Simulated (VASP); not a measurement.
## Which face does Hf expose?

Aim: compare the low-index faces of Hf at one level of theory.

Calculated with VASP 6.6.1; PBEsol; plane waves and PAW (Hf).

## 1. The starting structure

Symmetry: P6_3/mmc, No. 194, hexagonal system. Conventional cell: a = 3.200 Å, b = 3.200 Å, c = 5.062 Å, α = 90.00°, β = 90.00°, γ = 120.00°. Hf has 12 Hf at 3.13 to 3.20 Å nearest.

As a file:

```xyz
2
Lattice="3.2000 0.0000 0.0000 -1.6000 2.7713 0.0000 0.0000 0.0000 5.0624" Properties=species:S:1:pos:R:3 pbc="T T T"
Hf    0.0000    0.0000    0.0000
Hf    0.0000    1.8475    2.5312
```

## 2. The bulk reference, job relaxation, k-mesh 14×14×8

The bulk crystal is relaxed first, so that the slabs are cut at this functional's lattice.

The input, INCAR:

```
SYSTEM = Hf
PREC = Accurate
ENCUT = 420
EDIFF = 1E-06
NELM = 120
ISMEAR = 1
SIGMA = 0.15
LREAL = .FALSE.
ALGO = Normal
GGA = PS
NBANDS = 10
LASPH = .TRUE.
LORBIT = 11
LWAVE = .FALSE.
LCHARG = .FALSE.
KPAR = 4
IBRION = 2
NSW = 30
ISIF = 3
EDIFFG = -0.01
POTIM = 0.4
```

The input, POSCAR:

```
Hf
1.0
    3.2000000000      0.0000000000      0.0000000000
   -1.6000000000      2.7712812921      0.0000000000
    0.0000000000      0.0000000000      5.0624000000
Hf
2
Direct
    0.0000000000      0.0000000000      0.0000000000
    0.3333333333      0.6666666667      0.5000000000
```

The input, KPOINTS:

```
Automatic mesh
0
Gamma
14 14 8
0 0 0
```

The projector-augmented-wave data sets are Hf (PBE family, release 64).

On the command line:

```
$ mpirun -np 4 vasp_std
```

The program printed:

```text
[banner, memory and clock lines left out]
running    4 mpi-ranks, on    1 nodes
 distrk:  each k-point on    1 cores,    4 groups
 distr:  one band on    1 cores,    1 groups

 POSCAR found type information on POSCAR Hf
 POSCAR found :  1 types and       2 ions
|                                                                             |
|               ----> ADVICE to this user running VASP <----                  |
|                                                                             |
|     You enforced a specific xc type in the INCAR file but a different       |
|     [... a line on the potential file left out ...]
|     I HOPE YOU KNOW WHAT YOU ARE DOING!                                     |
|                                                                             |

 LDA part: xc-table for (Slater+PW92), standard interpolation
 POSCAR, INCAR and KPOINTS ok, starting setup
 FFT: planning ... GRIDC
 FFT: planning ... GRID_SOFT
 FFT: planning ... GRID
 WAVECAR not read
 entering main loop
       N       E                     dE             d eps       ncg     rms          rms(c)
DAV:   1    -0.487474909388E+01   -0.48747E+01   -0.26162E+03  2400   0.524E+02
DAV:   2    -0.213865736472E+02   -0.16512E+02   -0.16099E+02  3920   0.713E+01
DAV:   3    -0.218721770183E+02   -0.48560E+00   -0.47949E+00  3316   0.110E+01
DAV:   4    -0.218762753688E+02   -0.40984E-02   -0.40951E-02  3628   0.103E+00
DAV:   5    -0.218762918999E+02   -0.16531E-04   -0.16529E-04  3254   0.538E-02    0.127E+01
DAV:   6    -0.213334931354E+02    0.54280E+00   -0.27447E-01  2850   0.267E+00    0.633E+00
DAV:   7    -0.210500058339E+02    0.28349E+00   -0.44798E-01  2814   0.329E+00    0.579E-01
DAV:   8    -0.210460105542E+02    0.39953E-02   -0.51004E-03  3456   0.321E-01    0.800E-02
DAV:   9    -0.210457922924E+02    0.21826E-03   -0.43305E-04  3104   0.992E-02    0.276E-02
DAV:  10    -0.210457961044E+02   -0.38119E-05   -0.65645E-06  3724   0.113E-02    0.927E-03
DAV:  11    -0.210457964725E+02   -0.36809E-06   -0.29839E-07  1874   0.315E-03
   1 F= -.21045796E+02 E0= -.21047113E+02  d E =-.210458E+02
 curvature:   0.00 expect dE= 0.000E+00 dE for cont linesearch  0.000E+00
 trial: gam= 0.00000 g(F)=  0.161E-50 g(S)=  0.122E+00 ort = 0.000E+00 (trialstep = 0.100E+01)
 search vector abs. value=  0.122E+00
 bond charge predicted
       N       E                     dE             d eps       ncg     rms          rms(c)
DAV:   1    -0.210662324918E+02   -0.20436E-01   -0.18739E+00  2400   0.101E+01    0.257E+00
DAV:   2    -0.210586290478E+02    0.76034E-02   -0.90042E-03  2618   0.667E-01    0.140E+00
DAV:   3    -0.210543496628E+02    0.42794E-02   -0.55828E-03  2668   0.324E-01    0.327E-02
DAV:   4    -0.210543561126E+02   -0.64498E-05   -0.37428E-05  3720   0.354E-02    0.148E-02
DAV:   5    -0.210543653091E+02   -0.91965E-05   -0.14577E-05  2808   0.151E-02    0.449E-03
DAV:   6    -0.210543656243E+02   -0.31525E-06   -0.32398E-07  1556   0.309E-03
   2 F= -.21054366E+02 E0= -.21055439E+02  d E =-.856915E-02
[...]
3 F= -.21079721E+02 E0= -.21081086E+02  d E =-.339250E-01
[...]
4 F= -.21079714E+02 E0= -.21081075E+02  d E =-.339173E-01
[...]
5 F= -.21079726E+02 E0= -.21081091E+02  d E =-.120609E-04
 trial-energy change:   -0.000012  1 .order   -0.000012   -0.000039    0.000014
 step:   0.6660(harm=  0.6660)  dis= 0.00000  next Energy=   -21.079728 (dE=-0.143E-04)
 bond charge predicted
       N       E                     dE             d eps       ncg     rms          rms(c)
DAV:   1    -0.210797278466E+02   -0.20544E-05   -0.45783E-05  2424   0.461E-02    0.100E-02
DAV:   2    -0.210797278863E+02   -0.39650E-07   -0.26304E-07  1750   0.332E-03
   6 F= -.21079728E+02 E0= -.21081092E+02  d E =-.141365E-04
 curvature:  -0.33 expect dE=-0.156E-05 dE for cont linesearch -0.171E-08
 trial: gam= 0.11981 g(F)=  0.261E-51 g(S)=  0.467E-05 ort =-0.469E-06 (trialstep = 0.862E+00)
 search vector abs. value=  0.518E-05
 reached required accuracy - stopping structural energy minimisation
```

The job ended after 55 s (4 MPI ranks of AMD EPYC 7R43, shared host; peak memory 0.65 GiB; 3.6 min of CPU time).

Lines that name or quote the potential files are left out of all logs, and their timing lines are given in words.

From OUTCAR (step 2):

```text
ion  position               nearest neighbor table
   1  0.000  0.000  0.000-   2 3.13   2 3.13   2 3.13   2 3.13   2 3.13   2 3.13
   2  0.333  0.667  0.500-   1 3.13   1 3.13   1 3.13   1 3.13   1 3.13   1 3.13

  LATTYP: Found a hexagonal cell.
 ALAT       =     3.2000000000
 C/A-ratio  =     1.5820000000

 Subroutine GETGRP returns: Found 24 space group operations
 (whereof 12 operations were pure point group operations)

The static configuration has the point symmetry D_3h.
 The point group associated with its full space group is D_6h.

 Found    120 irreducible k-points:

   k-points           NKPTS =    120   k-points in BZ     NKDIM =    120   number of bands    NBANDS=     10

   dimension x,y,z NGX =    24 NGY =   24 NGZ =   36
   dimension x,y,z NGXF=    48 NGYF=   48 NGZF=   72

   ENCUT  =  420.0 eV  30.87 Ry    5.56 a.u.   5.35  5.35  8.46*2*pi/ulx,y,z

   NELECT =       8.0000    total number of electrons

 k-points in reciprocal lattice and weights: Automatic mesh
   0.00000000  0.00000000  0.00000000       0.001
   0.07142857  0.00000000  0.00000000       0.004
   0.14285714  0.00000000  0.00000000       0.004
   0.21428571  0.00000000  0.00000000       0.004
   0.28571429  0.00000000  0.00000000       0.004
   0.35714286  0.00000000  0.00000000       0.004
   0.42857143  0.00000000  0.00000000       0.004
   0.50000000  0.00000000  0.00000000       0.002
   0.07142857  0.07142857  0.00000000       0.004
[...]
0.28571429  0.28571429  0.50000000       0.004
   0.35714286  0.28571429  0.50000000       0.004

 average (electrostatic) potential at core
       1 -35.1871       2 -35.1871

 E-fermi :   5.4183

 k-point     1 :       0.0000    0.0000    0.0000
  band No.  band energies     occupation
      1      -2.1204      2.00000
      2       1.5664      2.00000
      3       6.2348     -0.00000
      4       6.5835     -0.00000
      5       6.5835     -0.00000
      6       6.9015     -0.00000
      7       7.4578     -0.00000
    ...

 k-point     2 :       0.0714    0.0000    0.0000
  band No.  band energies     occupation
      1      -1.9612      2.00000
      2       1.7254      2.00000
      3       6.0009     -0.00000
      4       6.1601     -0.00000
      5       6.7367     -0.00000
      6       7.2093     -0.00000
      7       7.3016     -0.00000
    ...

 k-point     3 :       0.1429    0.0000    0.0000
  band No.  band energies     occupation
      1      -1.4999      2.00000
      2       2.1643      2.00000
      3       5.4089      1.10583
      4       5.5371      0.02395
      5       6.8262     -0.00000
      6       7.1905     -0.00000
      7       7.4932     -0.00000
      8       7.5703     -0.00000
    ...

  Total        0.0006997      0.0006997     -0.0155285      0.0000000      0.0000000      0.0000000
  in kB        0.0261450      0.0261450     -0.5802061      0.0000000      0.0000000      0.0000000
  external PRESSURE =      -0.1759720 kB  Pullay stress =       0.0000000 kB

  energy-cutoff  :      420.00
  volume of cell :       42.88
      direct lattice vectors                 reciprocal lattice vectors
     3.153483941 -0.000000000 -0.000000000     0.317109590  0.183083307  0.000000000
    -1.576741970  2.730997203  0.000000000     0.000000000  0.366166614 -0.000000000
    -0.000000000  0.000000000  4.979035166     0.000000000  0.000000000  0.200842124

 POSITION                                       TOTAL-FORCE (eV/Angst)
 -----------------------------------------------------------------------------------
     -0.00000      0.00000      0.00000         0.000000      0.000000     -0.000000
     -0.00000      1.82066      2.48952        -0.000000     -0.000000      0.000000
 -----------------------------------------------------------------------------------
    total drift:                               -0.000000      0.000000     -0.000000

  FREE ENERGIE OF THE ION-ELECTRON SYSTEM (eV)
  ---------------------------------------------------
  free  energy   TOTEN  =       -21.0797278863 eV

  energy  without entropy=      -21.0838211549  energy(sigma->0) =      -21.08109231

 reached required accuracy - stopping structural energy minimisation

 total charge
# of ion       s       p       d       tot
------------------------------------------
    1        0.611   0.497   2.066   3.175
    2        0.611   0.497   2.066   3.175
--------------------------------------------------
tot          1.222   0.995   4.132   6.350

[... 3 further parts left out ...]
```

CONTCAR:

```
Hf
   1.00000000000000
     3.1534839409762307   -0.0000000000000000   -0.0000000000000000
    -1.5767419704881154    2.7309972033019250    0.0000000000000000
    -0.0000000000000000    0.0000000000000000    4.9790351659010481
  Hf
     2
Direct
     0.0000000000000000    0.0000000000000000    0.0000000000000000
     0.3333333332999970    0.6666666667000030    0.5000000000000000
```

The PAW data sets were made with PBE, which is usual practice but a small mismatch for other functionals. The data set Hf keeps the semicore shell frozen, which is cheaper and a little less accurate. The run keeps the 24 symmetry operations of its start, so it cannot find a distortion of lower symmetry.

Step by step:

| step | energy less that of the first step (eV) | largest force (eV/Å) | pressure (GPa) | volume (Å³) |
| --- | --- | --- | --- | --- |
| 1 | 0.0000 | 0.0000 | -5.17 | 44.89 |
| 2 | -0.0086 | 0.0000 | 5.09 | 41.23 |
| 3 | -0.0339 | 0.0000 | -0.02 | 42.88 |
| 4 | -0.0339 | 0.0000 | 0.09 | 42.84 |
| 5 | -0.0339 | 0.0000 | -0.06 | 42.89 |
| 6 | -0.0339 | 0.0000 | -0.02 | 42.88 |

| conventional cell, symmetrised | before | after | change |
| --- | --- | --- | --- |
| a (Å) | 3.200 | 3.153 | -1.5 % |
| b (Å) | 3.200 | 3.153 | -1.5 % |
| c (Å) | 5.062 | 4.979 | -1.6 % |
| volume (Å³/atom) | 22.45 | 21.44 | -4.5 % |

Final coordinates:

```xyz
2
Lattice="3.1535 0.0000 0.0000 -1.5767 2.7310 0.0000 0.0000 0.0000 4.9790" Properties=species:S:1:pos:R:3 pbc="T T T"
Hf    0.0000    0.0000    0.0000
Hf    0.0000    1.8207    2.4895
```

This step gave:

```yaml
electronic_cycles: 31
electrons: 8
free_energy_toten: -21.08 eV
energy_at_zero_smearing: -21.08 eV
fermi_energy: 5.418 eV
metallic: yes
```

The run ended after 6 ionic steps, 0.034 eV below its first step, once forces and stress met EDIFFG = -0.01.

Energy at zero smearing: -21.08109 eV.

## 3. The bulk reference, job self-consistent run, k-mesh 17×17×10

The input, INCAR:

```
SYSTEM = Hf
PREC = Normal
ENCUT = 320
EDIFF = 1E-06
NELM = 120
ISMEAR = 1
SIGMA = 0.15
LREAL = .FALSE.
ALGO = Fast
GGA = PS
NBANDS = 10
LASPH = .TRUE.
LORBIT = 11
LWAVE = .FALSE.
LCHARG = .FALSE.
KPAR = 4
```

The input, POSCAR:

```
Hf
1.0
    3.1534839410      0.0000000000      0.0000000000
   -1.5767419705      2.7309972033      0.0000000000
    0.0000000000      0.0000000000      4.9790351659
Hf
2
Direct
    0.0000000000      0.0000000000      0.0000000000
    0.3333333333      0.6666666667      0.5000000000
```

The input, KPOINTS:

```
Automatic mesh
0
Gamma
17 17 10
0 0 0
```

On the command line:

```
$ mpirun -np 4 vasp_std
```

The program printed:

```text
[banner, memory and clock lines left out]
running    4 mpi-ranks, on    1 nodes
 distrk:  each k-point on    1 cores,    4 groups
 distr:  one band on    1 cores,    1 groups

 POSCAR found type information on POSCAR Hf
 POSCAR found :  1 types and       2 ions
 [... a notice as in an earlier step ...]

 LDA part: xc-table for (Slater+PW92), standard interpolation
 POSCAR, INCAR and KPOINTS ok, starting setup
 FFT: planning ... GRIDC
 FFT: planning ... GRID_SOFT
 FFT: planning ... GRID
 WAVECAR not read
 entering main loop
       N       E                     dE             d eps       ncg     rms          rms(c)
DAV:   1    -0.683265990578E+01   -0.68327E+01   -0.22586E+03  3968   0.418E+02
DAV:   2    -0.214137814784E+02   -0.14581E+02   -0.14132E+02  6368   0.645E+01
DAV:   3    -0.218489942641E+02   -0.43521E+00   -0.42939E+00  5360   0.101E+01
DAV:   4    -0.218527764492E+02   -0.37822E-02   -0.37789E-02  6086   0.966E-01
DAV:   5    -0.218527896763E+02   -0.13227E-04   -0.13225E-04  5134   0.453E-02    0.140E+01
RMM:   6    -0.213490894908E+02    0.50370E+00   -0.18623E-01  3987   0.242E+00    0.734E+00
RMM:   7    -0.210753644711E+02    0.27373E+00   -0.45965E-01  4496   0.358E+00    0.711E-01
RMM:   8    -0.210778505727E+02   -0.24861E-02   -0.38538E-02  4496   0.103E+00    0.324E-01
RMM:   9    -0.210783666481E+02   -0.51608E-03   -0.13889E-02  4705   0.594E-01    0.120E-01
RMM:  10    -0.210786921210E+02   -0.32547E-03   -0.21618E-03  4636   0.226E-01    0.167E-01
RMM:  11    -0.210786926929E+02   -0.57194E-06   -0.10656E-03  5161   0.138E-01    0.345E-02
RMM:  12    -0.210787082356E+02   -0.15543E-04   -0.15681E-04  5363   0.494E-02    0.209E-02
RMM:  13    -0.210787119560E+02   -0.37203E-05   -0.40171E-05  4971   0.236E-02    0.260E-02
RMM:  14    -0.210787136917E+02   -0.17358E-05   -0.10687E-05  4605   0.147E-02    0.148E-02
RMM:  15    -0.210787132076E+02    0.48407E-06   -0.14075E-06  3150   0.569E-03
   1 F= -.21078713E+02 E0= -.21078922E+02  d E =0.625925E-03
```

It took 16 s on 4 MPI ranks; peak memory 0.43 GiB; 59 s of CPU time.

OUTCAR, selected parts (step 3):

```text
  LATTYP: Found a hexagonal cell.
 ALAT       =     3.1534839410
 C/A-ratio  =     1.5788998007

 Found    198 irreducible k-points:

   k-points           NKPTS =    198   k-points in BZ     NKDIM =    198   number of bands    NBANDS=     10

   dimension x,y,z NGX =    14 NGY =   14 NGZ =   24
   dimension x,y,z NGXF=    28 NGYF=   28 NGZF=   48

   ENCUT  =  320.0 eV  23.52 Ry    4.85 a.u.   4.60  4.60  7.26*2*pi/ulx,y,z

   NELECT =       8.0000    total number of electrons

 E-fermi :   5.4222

 k-point     1 :       0.0000    0.0000    0.0000
  band No.  band energies     occupation
      1      -2.1204      2.00000
      2       1.5671      2.00000
      3       6.2354     -0.00000
      4       6.5844     -0.00000
      5       6.5844     -0.00000
      6       6.9024     -0.00000
      7       7.4586     -0.00000
    ...

 k-point     2 :       0.0588    0.0000    0.0000
  band No.  band energies     occupation
      1      -2.0120      2.00000
      2       1.6755      2.00000
      3       6.0747     -0.00000
      4       6.2624     -0.00000
      5       6.6885     -0.00000
      6       7.1550     -0.00000
      7       7.3389     -0.00000
    ...

  Total       -0.0330015     -0.0330015     -0.0278494     -0.0000000      0.0000000      0.0000000
  in kB       -1.2330695     -1.2330695     -1.0405663     -0.0000000      0.0000000      0.0000000
  external PRESSURE =      -1.1689017 kB  Pullay stress =       0.0000000 kB

  energy-cutoff  :      320.00
  volume of cell :       42.88
      direct lattice vectors                 reciprocal lattice vectors
     3.153483941  0.000000000  0.000000000     0.317109590  0.183083307  0.000000000
    -1.576741971  2.730997203  0.000000000     0.000000000  0.366166614  0.000000000
     0.000000000  0.000000000  4.979035166     0.000000000  0.000000000  0.200842124

 POSITION                                       TOTAL-FORCE (eV/Angst)
 -----------------------------------------------------------------------------------
      0.00000      0.00000      0.00000        -0.000000      0.000000      0.000000
     -0.00000      1.82066      2.48952         0.000000     -0.000000      0.000000
 -----------------------------------------------------------------------------------
    total drift:                               -0.000000      0.000000     -0.000000

  FREE ENERGIE OF THE ION-ELECTRON SYSTEM (eV)
  ---------------------------------------------------
  free  energy   TOTEN  =       -21.0787132076 eV

  energy  without entropy=      -21.0793391328  energy(sigma->0) =      -21.07892185

 total charge
# of ion       s       p       d       tot
------------------------------------------
    1        0.612   0.497   2.077   3.185
    2        0.612   0.497   2.077   3.185
--------------------------------------------------
tot          1.223   0.994   4.153   6.370

[... 2 parts as in an earlier step ...]

[... 7 further parts left out ...]
```

Numbers from this step:

* electronic cycles: 15
* Fermi energy: 5.422 eV

Energy at zero smearing: -21.07892 eV.

The run ends at a pressure of -0.12 GPa.

[end of part 1 of 5]

[Lines on the potential files, build, host, timing and source positions are cut from VASP's logs without a mark.]

[Logs are printed without paths, hosts, clocks, repeated set-up lines and the standing remarks that a program may print on its own settings, such as how far it seeks lower states.]

[Hosts, paths, dates, database ids (printed as entryN), source tags and the programs' standing remarks are cut or masked in the printed files.]

[Runs that stopped without an error message from VASP are left out.]
